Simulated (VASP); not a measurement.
# SiC (Moissanite 3C) with r2SCAN: from relaxation to properties, part 2 of 2

Aim: relax SiC (Moissanite 3C) with r2SCAN, compute its properties on that cell and hold them against experiment. The start is a cell from a database of measured crystal structures.

VASP 6.6.1, plane waves and PAW; the level of theory is named at each step.

So far, gap on the k-mesh (eV): step 2 (full relaxation (r2SCAN)) 1.88; step 5 (density of states (r2SCAN)) 1.80; step 7 (volume scan with r2SCAN) 1.84; step 8 (volume scan with r2SCAN (run 2)) 1.86.

### Step 10. Volume scan with r2SCAN (run 4)

Input file INCAR:

```
SYSTEM = SiC
PREC = Accurate
ENCUT = 520
EDIFF = 1E-06
NELM = 100
ISMEAR = 0
SIGMA = 0.05
LREAL = .FALSE.
ALGO = Normal
METAGGA = R2SCAN
LASPH = .TRUE.
NBANDS = 10
LORBIT = 11
LWAVE = .FALSE.
LCHARG = .FALSE.
KPAR = 2
ISIF = 2
```

Input file POSCAR:

```
SiC
1.0
    0.0000000000      2.1775716673      2.1775716673
    2.1775716673      0.0000000000      2.1775716673
    2.1775716673      2.1775716673      0.0000000000
Si C
1 1
Direct
    0.0000000000      0.0000000000      0.0000000000
    0.2500000000      0.2500000000      0.2500000000
```

Input file KPOINTS:

```
Automatic mesh
0
Gamma
9 9 9
0 0 0
```

Potentials, in the order of the species: Si and C (PBE family, release 64).

Launch:

```console
$ mpirun -np 2 vasp_std
```

Run time: 5 s. Hardware: 2 MPI ranks of Intel Xeon 6975P-C (Granite Rapids), shared host; peak memory 0.25 GiB; 9 s of CPU time.

The pressure falls from 4.77 to 0.00 GPa.

The run ends at a pressure of 0.00 GPa.

### Step 11. Volume scan with r2SCAN (run 5)

INCAR is that of step 10.

Input file POSCAR:

```
SiC
1.0
    0.0000000000      2.1919930920      2.1919930920
    2.1919930920      0.0000000000      2.1919930920
    2.1919930920      2.1919930920      0.0000000000
Si C
1 1
Direct
    0.0000000000      0.0000000000      0.0000000000
    0.2500000000      0.2500000000      0.2500000000
```

KPOINTS is that of step 10.

Launch:

```console
$ mpirun -np 2 vasp_std
```

Run time: 5.4 s. Hardware: 2 MPI ranks; peak memory 0.25 GiB; 9.8 s of CPU time.

The pressure falls from 0.00 to -4.32 GPa.

The run ends at a pressure of -4.32 GPa.

### Step 12. Volume scan with r2SCAN (run 6)

INCAR is that of step 11.

Input file POSCAR:

```
SiC
1.0
    0.0000000000      2.2062272122      2.2062272122
    2.2062272122      0.0000000000      2.2062272122
    2.2062272122      2.2062272122      0.0000000000
Si C
1 1
Direct
    0.0000000000      0.0000000000      0.0000000000
    0.2500000000      0.2500000000      0.2500000000
```

KPOINTS is that of step 11.

Launch:

```console
$ mpirun -np 2 vasp_std
```

Elapsed: 5.4 s, on 2 MPI ranks; peak memory 0.25 GiB.

The pressure falls from -4.32 to -8.25 GPa.

The run ends at a pressure of -8.25 GPa.

### Step 13. Volume scan with r2SCAN (run 7)

A prediction first. A parabola through the 6 pressures of evenly scaled cells so far, P = 0.00 -227.7 t +453 t² GPa with t = ln(V/V₁) and V₁ the volume at scale 1, gives -11.74 GPa at t = +0.0583.

INCAR is that of step 12.

Input file POSCAR:

```
SiC
1.0
    0.0000000000      2.2202799937      2.2202799937
    2.2202799937      0.0000000000      2.2202799937
    2.2202799937      2.2202799937      0.0000000000
Si C
1 1
Direct
    0.0000000000      0.0000000000      0.0000000000
    0.2500000000      0.2500000000      0.2500000000
```

KPOINTS is that of step 12.

Launch:

```console
$ mpirun -np 2 vasp_std
```

The job ended after 5.4 s (2 MPI ranks; peak memory 0.25 GiB).

The pressure falls from -8.25 to -11.81 GPa. The parabola predicted -11.74 GPa, +0.07 GPa off.

### Step 14. Comparing the runs

Times are for 2 MPI ranks of Intel Xeon 6975P-C (Granite Rapids), shared host. The runs compared:

| no. | volume scale | energy above the lowest point (meV/atom) | pressure (GPa) | gap on the k-mesh (eV) | time | memory (GiB) |
| --- | --- | --- | --- | --- | --- | --- |
| 1 | 0.94 | 29.34 | 15.83 | 1.845 | 5 s | 0.25 |
| 2 | 0.96 | 12.66 | 10.03 | 1.856 | 5 s | 0.26 |
| 3 | 0.98 | 3.1 | 4.773 | 1.867 | 5 s | 0.25 |
| 4 | 1 | 0 | 0.003686 | 1.876 | 5 s | 0.25 |
| 5 | 1.02 | 2.76 | -4.324 | 1.885 | 5.4 s | 0.25 |
| 6 | 1.04 | 10.83 | -8.249 | 1.893 | 5.4 s | 0.25 |
| 7 | 1.06 | 23.72 | -11.81 | 1.901 | 5.4 s | 0.25 |

### Step 15. Fit for r2SCAN

This step: Birch-Murnaghan fit, r2SCAN; plane waves and PAW (VASP 6.6.1).

Derived from the runs above.

Numbers from this step:

* pressure derivative of the bulk modulus: 3.864
* r.m.s. error of the fit: 2.08e-6 eV/atom
* minimum inside the sampled range: yes
* bulk modulus: 226.8 GPa
* equilibrium volume of the fit: 10.33 Å³/atom

The energy above the fitted minimum by volume:

| volume (Å³/atom) | energy above the fitted minimum (eV/atom) |
| --- | --- |
| 9.706 | 0.0293 |
| 9.913 | 0.0127 |
| 10.119 | 0.00310 |
| 10.326 | -2.7e-7 |
| 10.532 | 0.00276 |
| 10.739 | 0.0108 |
| 10.945 | 0.0237 |

The fitted volume lies +0.03 % from the relaxed one.

### Step 16. Optical spectrum (r2SCAN)

This step: r2SCAN; plane waves and PAW (Si, C) (VASP 6.6.1).

LOPTICS sums transitions from filled to empty bands. The mesh is finer than in the run before. NBANDS is raised for it.

INCAR, as its differences from that of step 13:

```diff
@@ -11,3 +11,3 @@
 LASPH = .TRUE.
-NBANDS = 10
+NBANDS = 20
 LORBIT = 11
@@ -16,2 +16,4 @@
 KPAR = 2
-ISIF = 2
+LOPTICS = .TRUE.
+NEDOS = 1500
+CSHIFT = 0.1
```

Input file POSCAR:

```
SiC
1.0
    0.0000000000      2.1775716673      2.1775716673
    2.1775716673      0.0000000000      2.1775716673
    2.1775716673      2.1775716673      0.0000000000
Si C
1 1
Direct
    0.0000000000      0.0000000000      0.0000000000
    0.2500000000      0.2500000000      0.2500000000
```

Input file KPOINTS:

```
Automatic mesh
0
Gamma
13 13 13
0 0 0
```

Launch:

```console
$ mpirun -np 2 vasp_std
```

Elapsed: 17 s, on 2 MPI ranks; peak memory 0.32 GiB.

These are independent-particle spectra without excitons or local fields, and fine structure depends on the mesh and on CSHIFT.

Numbers from this step:

| Item | Value |
| --- | --- |
| bands | 20 |
| irreducible k-points | 84 |
| free energy (TOTEN) | -19.33 eV |
| Fermi energy | 8.208 eV |
| pressure | -0.002407 GPa |
| conduction bottom at k | 0.4615, 0.4615, 0 |
| least direct gap at k | 0.4615, 0.4615, 0 |
| gap on the k-mesh | 1.797 eV |
| least direct gap on the k-mesh | 5.101 eV |

The imaginary dielectric function, xx has structure finer than the step of the table below, so its rows give means over 0.5 eV, whole bins alone (the curve runs from 0 to 25.0 eV). Peaks (eV: height): 7.38: 24.1, 8.97: 18.7.

Table of imaginary dielectric function, xx by photon energy; means over each step:

| photon energy (eV) | imaginary dielectric function, xx |
| --- | --- |
| 0.5 | 0.00881 |
| 1.0 | 0.0182 |
| 1.5 | 0.0285 |
| 2.0 | 0.0410 |
| 2.5 | 0.0565 |
| 3.0 | 0.0775 |
| 3.5 | 0.108 |
| 4.0 | 0.159 |
| 4.5 | 0.272 |
| 5.0 | 1.02 |
| 5.5 | 2.68 |
| 6.0 | 5.74 |
| 6.5 | 8.65 |
| 7.0 | 13.9 |
| 7.5 | 21.6 |
| 8.0 | 10.4 |
| 8.5 | 10.4 |
| 9.0 | 15.6 |
| 9.5 | 8.98 |
| 10.0 | 7.88 |
| 10.5 | 5.32 |
| 11.0 | 5.47 |
| 11.5 | 4.82 |
| 12.0 | 3.30 |
| 12.5 | 2.14 |
| 13.0 | 2.29 |
| 13.5 | 2.22 |
| 14.0 | 2.05 |
| 14.5 | 1.61 |
| 15.0 | 1.33 |
| 15.5 | 1.31 |
| 16.0 | 1.01 |
| 16.5 | 0.956 |
| 17.0 | 0.839 |
| 17.5 | 0.708 |
| 18.0 | 0.459 |
| 18.5 | 0.536 |
| 19.0 | 0.492 |
| 19.5 | 0.388 |
| 20.0 | 0.342 |
| 20.5 | 0.324 |
| 21.0 | 0.234 |
| 21.5 | 0.258 |
| 22.0 | 0.222 |
| 22.5 | 0.195 |
| 23.0 | 0.189 |
| 23.5 | 0.216 |
| 24.0 | 0.234 |
| 24.5 | 0.232 |

Real dielectric function, xx against photon energy:

| photon energy (eV) | real dielectric function, xx |
| --- | --- |
| 0.0 | 6.51 |
| 0.5 | 6.53 |
| 1.0 | 6.60 |
| 1.5 | 6.72 |
| 2.0 | 6.89 |
| 2.5 | 7.13 |
| 3.0 | 7.46 |
| 3.5 | 7.91 |
| 4.0 | 8.56 |
| 4.5 | 9.56 |
| 5.0 | 11.4 |
| 5.5 | 11.8 |
| 6.0 | 13.7 |
| 6.5 | 14.8 |
| 7.0 | 14.3 |
| 7.5 | 2.88 |
| 8.0 | -2.27 |
| 8.5 | 4.40 |
| 9.0 | -1.10 |
| 9.5 | -5.24 |
| 10.0 | -4.62 |
| 10.5 | -4.02 |
| 11.0 | -2.06 |
| 11.5 | -4.39 |
| 12.0 | -4.29 |
| 12.5 | -3.10 |
| 13.0 | -2.38 |
| 13.5 | -1.97 |
| 14.0 | -2.06 |
| 14.5 | -2.14 |
| 15.0 | -1.75 |
| 15.5 | -1.52 |
| 16.0 | -1.70 |
| 16.5 | -1.32 |
| 17.0 | -1.23 |
| 17.5 | -1.17 |
| 18.0 | -0.866 |
| 18.5 | -0.712 |
| 19.0 | -0.585 |
| 19.5 | -0.526 |
| 20.0 | -0.473 |
| 20.5 | -0.417 |
| 21.0 | -0.273 |
| 21.5 | -0.193 |
| 22.0 | -0.135 |
| 22.5 | -0.0408 |
| 23.0 | 0.0235 |
| 23.5 | 0.121 |
| 24.0 | 0.0821 |
| 24.5 | 0.173 |

The mean of ε2 over directions passes 5 % of its top at 5.07 eV, against a least direct gap of 5.10 eV on this mesh; what lies under the gap is the tail of the broadening by CSHIFT. The indirect gap (1.72 eV in the band run) doesn't show, since phonons are left out.

### Step 17. A semilocal run for the hybrid's start

A hybrid converges badly from random orbitals, so a cheap semilocal run writes a WAVECAR on the same mesh first.

Input file INCAR:

```
SYSTEM = SiC
PREC = Accurate
ENCUT = 520
EDIFF = 1E-05
NELM = 100
ISMEAR = 0
SIGMA = 0.05
LREAL = .FALSE.
ALGO = Normal
METAGGA = R2SCAN
LASPH = .TRUE.
NBANDS = 10
LORBIT = 11
LWAVE = .TRUE.
LCHARG = .FALSE.
KPAR = 2
```

POSCAR is that of step 16.

Input file KPOINTS:

```
Automatic mesh
0
Gamma
5 5 5
0 0 0
```

Launch:

```console
$ mpirun -np 2 vasp_std
```

Wall time 3 s (2 MPI ranks); peak memory 0.25 GiB; 4.8 s of CPU time.

A gap read on the k-mesh alone can miss the band edges.

This step gave:

* SCF cycles: 11
* bands: 10
* irreducible k-points: 10
* free energy (TOTEN): -19.29 eV
* Fermi energy: 8.308 eV
* pressure: 0.09031 GPa
* conduction bottom at k: 0.4, 0.4, 0
* least direct gap at k: 0.4, 0.4, 0
* gap on the k-mesh: 2.202 eV
* least direct gap on the k-mesh: 5.322 eV

### Step 18. Bands along the symmetry lines (HSE06)

This step: HSE06; plane waves and PAW (Si, C) (VASP 6.6.1).

HSE06 mixes in a quarter of exact exchange at short range, at far higher cost; in semiconductors this cures much of the gap error, while metals seldom gain.

Input file INCAR:

```
SYSTEM = SiC
PREC = Accurate
ENCUT = 520
EDIFF = 1E-06
NELM = 100
ISMEAR = 0
SIGMA = 0.05
LREAL = .FALSE.
ALGO = Normal
LHFCALC = .TRUE.
AEXX = 0.25
GGA = PE
HFSCREEN = 0.2
LASPH = .TRUE.
NBANDS = 10
PRECFOCK = Fast
LORBIT = 11
LWAVE = .FALSE.
LCHARG = .FALSE.
KPAR = 2
```

POSCAR is that of step 17.

KPOINTS is that of step 17.

Input file KPOINTS_OPT:

```
Line mode
6
Line-mode
Reciprocal
  0.00000000   0.00000000   0.00000000 GAMMA
  0.50000000   0.00000000   0.50000000 X

  0.50000000   0.00000000   0.50000000 X
  0.50000000   0.25000000   0.75000000 W

  0.50000000   0.25000000   0.75000000 W
  0.37500000   0.37500000   0.75000000 K

  0.37500000   0.37500000   0.75000000 K
  0.00000000   0.00000000   0.00000000 GAMMA

  0.00000000   0.00000000   0.00000000 GAMMA
  0.50000000   0.50000000   0.50000000 L

  0.50000000   0.50000000   0.50000000 L
  0.62500000   0.25000000   0.62500000 U

  0.62500000   0.25000000   0.62500000 U
  0.50000000   0.25000000   0.75000000 W

  0.50000000   0.25000000   0.75000000 W
  0.50000000   0.50000000   0.50000000 L

  0.50000000   0.50000000   0.50000000 L
  0.37500000   0.37500000   0.75000000 K

  0.62500000   0.25000000   0.62500000 U
  0.50000000   0.00000000   0.50000000 X
```

The WAVECAR or CHGCAR of an earlier step is read.

Launch:

```console
$ mpirun -np 2 vasp_std
```

Run time: 43 s. Hardware: 2 MPI ranks; peak memory 0.46 GiB.

The k-mesh is coarse for exact exchange; levels may shift by about 0.1 eV on a finer one.

Numbers from this step:

```
SCF cycles                        : 7
free energy (TOTEN)               : -17.43 eV
Fermi energy                      : 7.743 eV
least gap on mesh and path        : 2.251 eV
least direct gap on mesh and path : 5.759 eV
conduction bottom at k            : 0.5, 0, 0.5
least direct gap at k             : 0.5, 0, 0.5
```

Electronic bands along the path, in eV, zero at the valence-band top; v1 is the highest filled band, c1 the lowest empty one:

| point | v3 | v2 | v1 | c1 | c2 | c3 | c4 |
| --- | --- | --- | --- | --- | --- | --- | --- |
| Γ | 0.00 | 0.00 | 0.00 | 7.59 | 8.62 | 8.62 | 8.62 |
| 0.40 of the way | -2.61 | -1.58 | -1.58 | 6.11 | 8.40 | 11.16 | 11.16 |
| X | -8.55 | -3.51 | -3.51 | 2.25 | 5.40 | 15.98 | 15.98 |
| 0.40 of the way | -8.33 | -4.16 | -4.14 | 3.48 | 6.60 | 14.39 | 15.75 |
| W | -7.69 | -5.46 | -5.07 | 6.36 | 10.95 | 11.07 | 11.08 |
| 0.40 of the way | -7.80 | -5.77 | -4.20 | 5.63 | 9.62 | 11.74 | 12.85 |
| K | -7.97 | -6.04 | -2.85 | 4.12 | 9.11 | 13.56 | 14.25 |
| 0.40 of the way | -5.94 | -4.13 | -0.98 | 7.30 | 9.79 | 10.12 | 11.02 |
| Γ | 0.00 | 0.00 | 0.00 | 7.59 | 8.62 | 8.62 | 8.62 |
| 0.60 of the way | -5.98 | -0.83 | -0.83 | 7.06 | 9.11 | 9.11 | 11.34 |
| L | -9.37 | -1.16 | -1.16 | 6.68 | 8.50 | 8.50 | 11.59 |
| 0.40 of the way | -8.98 | -2.94 | -1.67 | 6.38 | 8.84 | 9.76 | 12.81 |
| U | -7.97 | -6.04 | -2.85 | 4.12 | 9.11 | 13.56 | 14.25 |
| 0.60 of the way | -7.80 | -5.77 | -4.20 | 5.63 | 9.62 | 11.74 | 12.85 |
| W | -7.69 | -5.46 | -5.07 | 6.36 | 10.95 | 11.07 | 11.08 |
| 0.60 of the way | -8.85 | -3.28 | -1.99 | 6.63 | 8.26 | 10.68 | 12.82 |
| L | -9.37 | -1.16 | -1.16 | 6.68 | 8.50 | 8.50 | 11.59 |
| 0.60 of the way | -8.53 | -4.43 | -2.12 | 5.45 | 10.05 | 11.07 | 12.71 |
| K | -7.97 | -6.04 | -2.85 | 4.12 | 9.11 | 13.56 | 14.25 |
| jump to U | -7.97 | -6.04 | -2.85 | 4.12 | 9.11 | 13.56 | 14.25 |
| 0.60 of the way | -8.44 | -4.27 | -3.40 | 2.81 | 6.07 | 15.48 | 15.64 |
| X | -8.55 | -3.51 | -3.51 | 2.25 | 5.40 | 15.98 | 15.98 |

Of the projections kept (Si, C), the largest for each band there; the rest of the weight can lie on other orbitals:

| point | v3 | v2 | v1 | c1 | c2 | c3 | c4 |
| --- | --- | --- | --- | --- | --- | --- | --- |
| Γ | C 0.88 | C 0.88 | C 0.88 | C 0.79 | Si 0.98 | Si 0.98 | Si 0.98 |
| X | Si 0.65 | C 0.58 | C 0.58 | Si 0.52 | Si 0.90 | C 0.60 | C 0.60 |
| W | Si 0.69 | C 0.61 | Si 0.53 | C 0.98 | Si 0.69 | Si 0.72 | C 0.52 |
| K | Si 0.66 | C 0.52 | C 0.61 | Si 0.56 | C 0.51 | C 0.51 | C 0.62 |
| Γ | C 0.88 | C 0.88 | C 0.88 | C 0.79 | Si 0.98 | Si 0.98 | Si 0.98 |
| L | Si 0.61 | C 0.72 | C 0.72 | Si 0.59 | Si 0.91 | Si 0.91 | C 0.94 |

The gap moves by +0.53 eV against r2SCAN, which ran on another mesh.

### Step 19. Band structure (TB-mBJ)

This step: TB-mBJ; plane waves and PAW (Si, C) (VASP 6.6.1).

Levels along the symmetry lines show where the bands peak and cross; KPOINTS_OPT computes them in the converged potential. TB-mBJ is a local potential fitted to gaps: it costs far less than a hybrid but gives no energy.

Input file INCAR:

```
SYSTEM = SiC
PREC = Accurate
ENCUT = 520
EDIFF = 1E-06
NELM = 150
ISMEAR = 0
SIGMA = 0.05
LREAL = .FALSE.
ALGO = Normal
METAGGA = MBJ
LASPH = .TRUE.
NBANDS = 16
LORBIT = 11
LWAVE = .FALSE.
LCHARG = .FALSE.
KPAR = 2
```

POSCAR is that of step 18.

Input file KPOINTS:

```
Automatic mesh
0
Gamma
9 9 9
0 0 0
```

KPOINTS_OPT, as its differences from that of step 18:

```diff
@@ -1,3 +1,3 @@
 Line mode
-6
+16
 Line-mode
```

Launch:

```console
$ mpirun -np 2 vasp_std
```

Elapsed: 13 s, on 2 MPI ranks; peak memory 0.27 GiB.

This functional is a potential without an energy, so its energies, forces and stress mean nothing and are not read.

This step gave:

| Property | Result |
| --- | --- |
| SCF cycles | 42 |
| bands | 16 |
| irreducible k-points | 35 |
| Fermi energy | 8.273 eV |
| least gap on mesh and path | 2.343 eV |
| least direct gap on mesh and path | 5.529 eV |

Electronic bands along the path, in eV, zero at the valence-band top; v1 is the highest filled band, c1 the lowest empty one:

| point | v3 | v2 | v1 | c1 | c2 | c3 | c4 |
| --- | --- | --- | --- | --- | --- | --- | --- |
| Γ | 0.00 | 0.00 | 0.00 | 7.03 | 8.02 | 8.02 | 8.02 |
| 0.47 of the way | -3.05 | -1.76 | -1.76 | 5.22 | 7.48 | 11.18 | 11.18 |
| X | -7.65 | -3.19 | -3.19 | 2.34 | 5.13 | 15.66 | 15.66 |
| 0.47 of the way | -7.39 | -3.90 | -3.84 | 3.78 | 6.58 | 13.49 | 14.57 |
| W | -6.92 | -4.84 | -4.47 | 6.11 | 10.33 | 10.51 | 10.52 |
| 0.47 of the way | -7.03 | -5.15 | -3.56 | 5.22 | 8.93 | 11.47 | 12.41 |
| K | -7.15 | -5.33 | -2.60 | 4.05 | 8.58 | 13.09 | 13.62 |
| 0.47 of the way | -4.78 | -3.12 | -0.69 | 7.50 | 8.81 | 9.34 | 10.00 |
| Γ | 0.00 | 0.00 | 0.00 | 7.03 | 8.02 | 8.02 | 8.02 |
| 0.47 of the way | -3.85 | -0.57 | -0.57 | 6.82 | 8.76 | 8.76 | 10.12 |
| L | -8.32 | -1.10 | -1.10 | 6.21 | 8.12 | 8.12 | 11.29 |
| 0.47 of the way | -7.87 | -3.10 | -1.67 | 5.86 | 8.68 | 9.71 | 12.20 |
| U | -7.15 | -5.33 | -2.60 | 4.05 | 8.58 | 13.09 | 13.62 |
| 0.53 of the way | -7.03 | -5.15 | -3.56 | 5.22 | 8.93 | 11.47 | 12.41 |
| W | -6.92 | -4.84 | -4.47 | 6.11 | 10.33 | 10.51 | 10.52 |
| 0.53 of the way | -7.72 | -3.43 | -2.08 | 6.27 | 7.96 | 10.81 | 12.07 |
| L | -8.32 | -1.10 | -1.10 | 6.21 | 8.12 | 8.12 | 11.29 |
| 0.47 of the way | -7.87 | -3.10 | -1.67 | 5.86 | 8.68 | 9.71 | 12.20 |
| K | -7.15 | -5.33 | -2.60 | 4.05 | 8.58 | 13.09 | 13.62 |
| jump to U | -7.15 | -5.33 | -2.60 | 4.05 | 8.58 | 13.09 | 13.62 |
| 0.53 of the way | -7.52 | -4.01 | -3.05 | 2.97 | 5.96 | 14.91 | 15.19 |
| X | -7.65 | -3.19 | -3.19 | 2.34 | 5.13 | 15.66 | 15.66 |

Of the projections kept (Si, C), the largest for each band there; the rest of the weight can lie on other orbitals:

| point | v3 | v2 | v1 | c1 | c2 | c3 | c4 |
| --- | --- | --- | --- | --- | --- | --- | --- |
| Γ | C 0.88 | C 0.88 | C 0.88 | C 0.79 | Si 0.97 | Si 0.97 | Si 0.97 |
| X | Si 0.62 | C 0.60 | C 0.60 | Si 0.53 | Si 0.88 | C 0.60 | C 0.60 |
| W | Si 0.65 | C 0.62 | Si 0.50 | C 0.96 | C 0.54 | Si 0.68 | Si 0.73 |
| K | Si 0.63 | C 0.54 | C 0.62 | Si 0.55 | C 0.54 | C 0.51 | C 0.72 |
| Γ | C 0.88 | C 0.88 | C 0.88 | C 0.79 | Si 0.97 | Si 0.97 | Si 0.97 |
| L | Si 0.58 | C 0.73 | C 0.73 | Si 0.57 | Si 0.89 | Si 0.89 | C 0.93 |

The gap moves by +0.62 eV against r2SCAN.

### Step 20. Results

* relaxed volume: 10.33 Å³/atom
* relaxed conventional cell a, b, c: 4.355, 4.355, 4.355 Å
* space group after relaxing, within 0.02 Å: F-43m (No. 216)
* band gap: 1.72 eV, indirect (least direct gap of that run 5.06 eV)
* gap among the points of the DOS mesh alone, an upper bound: 1.80 eV
* highest zone-centre mode: 798 cm⁻¹
* bulk modulus from the fit: 227 GPa
* volume from the fit: 10.3 Å³/atom
* strongest peak of ε2, mean over directions: 7.38 eV
* ε1 at zero frequency, no local fields, mean: 6.51
* band gap (HSE06): 2.25 eV, indirect (least direct gap of that run 5.76 eV)
* band gap (TB-mBJ): 2.34 eV, indirect (least direct gap of that run 5.53 eV)

What this shows: With r2SCAN, SiC (Moissanite 3C) relaxes to 10.33 Å³/atom in space group F-43m (held by the symmetry of the run), has an indirect gap of 1.72 eV (2.25 eV with HSE06) and has a bulk modulus of 227 GPa. Against the listed cell the volume lies -0.2 %. Bands along the symmetry lines (r2SCAN): The path shows an indirect gap of 1.72 eV (valence top at Γ, conduction bottom at X). The least direct gap is 5.06 eV. Zone-centre phonons (r2SCAN): The highest mode in this list at Γ, 798.2 cm⁻¹, is mostly motion of C (70 % of the kinetic energy). Bands along the symmetry lines (HSE06): The path shows an indirect gap of 2.25 eV (valence top at Γ, conduction bottom at X). The least direct gap is 5.76 eV. Band structure (TB-mBJ): On this path the gap is indirect, 2.34 eV, with the valence top at Γ and the conduction bottom at X. The least direct gap is 5.53 eV. The other levels ran on the cell relaxed with r2SCAN, and without spin-orbit coupling unless named. Semilocal functionals usually underestimate gaps. Modes at Γ alone can't show that the crystal is stable at other wave vectors, and the LO-TO splitting is not included. No search among competing phases was made, and a listed structure need not be the one stable at ambient conditions. All values are for a static lattice at zero temperature.

Comparison with the measured values:

```
                         quantity  measured           r2SCAN            HSE06           TB-mBJ  Birch-Murnaghan fit, r2SCAN
           lattice constant a (Å)     4.357   4.355 (-0.0 %)                -                -                            -
        band gap (least gap) (eV)       2.4  1.72 (-0.68 eV)  2.25 (-0.15 eV)  2.34 (-0.06 eV)                            -
               bulk modulus (GPa)       225                -                -                -                 227 (+0.8 %)
            Raman mode, TO (cm⁻¹)       796     798 (+0.3 %)                -                -                            -
infrared mode, TO at Gamma (cm⁻¹)     797.5     798 (+0.1 %)                -                -                            -
```

Cost of the run behind each value, in core time: r2SCAN 33 s, HSE06 86 s, TB-mBJ 26 s.

Measured values from arxiv:1210.3244 (2012), pmc:7200658 (2020), pmc:9505936 (2022) and arxiv:0803.1210 (2008).

Verdict: The lattice constant a matches within 0.05 %: good agreement. For the band gap, of the levels listed nearest comes TB-mBJ (-0.06 eV, good agreement) and farthest r2SCAN (-0.68 eV, a clear miss). Zero-point and thermal motion shift the measured gap. The bulk modulus is off by +0.8 %: good agreement. The Raman mode is off by +0.3 %: good agreement. The infrared mode is off by +0.1 %: good agreement. The grades are ours: good and fair within 0.7 and 1.5 % for the lattice constant a, 5 and 12 % for the bulk modulus, 3 and 7 % for the Raman mode and 3 and 7 % for the infrared mode. For lattice constants, bulk modulus, Raman mode and infrared mode the calculation has a static lattice, without zero-point motion or thermal expansion (measured at up to 300 K).

[Lines on the potential files, build, host, timing and source positions are cut from VASP's logs without a mark.]

[Logs are printed without paths, hosts, clocks, repeated set-up lines and the standing remarks that a program may print on its own settings, such as how far it seeks lower states.]

[Hosts, paths, dates, database ids (printed as entryN), source tags and the programs' standing remarks are cut or masked in the printed files.]

[A measured line is paired with the nearest computed mode of its activity, which favours agreement.]
